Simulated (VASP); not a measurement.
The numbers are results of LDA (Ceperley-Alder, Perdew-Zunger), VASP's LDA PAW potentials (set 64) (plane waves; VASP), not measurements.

The input files of a VASP run:

KPOINTS:
```
Automatic mesh
0
Gamma
1 1 1
0 0 0
```

INCAR:
```
! general
SYSTEM   =  Cl atom
PREC     =  Normal
ENCUT    =  520
LREAL    =  F
LASPH    =  T
ISYM     =  0

! electronic loop
EDIFF    =  1E-6
NELM     =  200
ALGO     =  All

! smearing
ISMEAR   =  0
SIGMA    =  0.01

! spin
ISPIN    =  2
MAGMOM   =  1
NUPDOWN  =  1

! output
LWAVE    =  F
LCHARG   =  F
LORBIT   =  10
```

**POSCAR**
```
Cl atom
1
   12.0000000000     0.0000000000     0.0000000000
    0.0000000000    12.5000000000     0.0000000000
    0.0000000000     0.0000000000    13.0000000000
Cl
1
Direct
  0.0000000000   0.0000000000   0.0000000000
```

POTCAR, in this order: Cl (LDA.64 set). Program: vasp_gam. Read from the step before: WAVECAR.

Output

### OSZICAR
```
       N       E                     dE             d eps       ncg     rms           ort
SDA:   1    -0.195615804703E+00   -0.19562E+00    0.00000E+00     8   0.871E-04   0.000E+00
CGA:   2    -0.195619381845E+00   -0.35771E-05   -0.35770E-05     8   0.676E-07  -0.528E-08
CGA:   3    -0.195619396326E+00   -0.14481E-07   -0.14529E-07     8   0.119E-07  -0.563E-09
   1 F= -.19561940E+00 E0= -.19176284E+00  d E =-.771312E-02  mag=     1.0000
```

**OUTCAR**
```
------------------------ aborting loop because EDIFF is reached ----------------------------------------
  FORCE on cell =-STRESS in cart. coord.  units (eV):
  Direction    XX          YY          ZZ          XY          YZ          ZX
  --------------------------------------------------------------------------------------
  Total       -0.0100350     -0.0093301     -0.0096876      0.0000602      0.0002279      0.0001561
  in kB       -0.0082450     -0.0076659     -0.0079596      0.0000494      0.0001872      0.0001282
  external PRESSURE =      -0.0079568 kB  Pullay stress =       0.0000000 kB
  volume of cell :     1950.00
      direct lattice vectors                 reciprocal lattice vectors
    12.000000000  0.000000000  0.000000000     0.083333333  0.000000000  0.000000000
     0.000000000 12.500000000  0.000000000     0.000000000  0.080000000  0.000000000
     0.000000000  0.000000000 13.000000000     0.000000000  0.000000000  0.076923077
 POSITION                                       TOTAL-FORCE (eV/Angst)
 -----------------------------------------------------------------------------------
      0.00000      0.00000      0.00000         0.000004      0.000000     -0.000007
 -----------------------------------------------------------------------------------
    total drift:                                0.000004      0.000000     -0.000007
  FREE ENERGIE OF THE ION-ELECTRON SYSTEM (eV)
  ---------------------------------------------------
  free  energy   TOTEN  =        -0.1956193963 eV

  energy  without entropy=       -0.1879062804  energy(sigma->0) =       -0.19176284

 total charge

# of ion       s       p       d       tot
------------------------------------------
    1        1.620   3.270   0.000   4.890

 magnetization (x)

# of ion       s       p       d       tot
------------------------------------------
    1        0.008   0.686   0.000   0.694
```
(Selected blocks of OUTCAR.)

The atom may not be in its lowest state.

The cell is a free atom in a box.
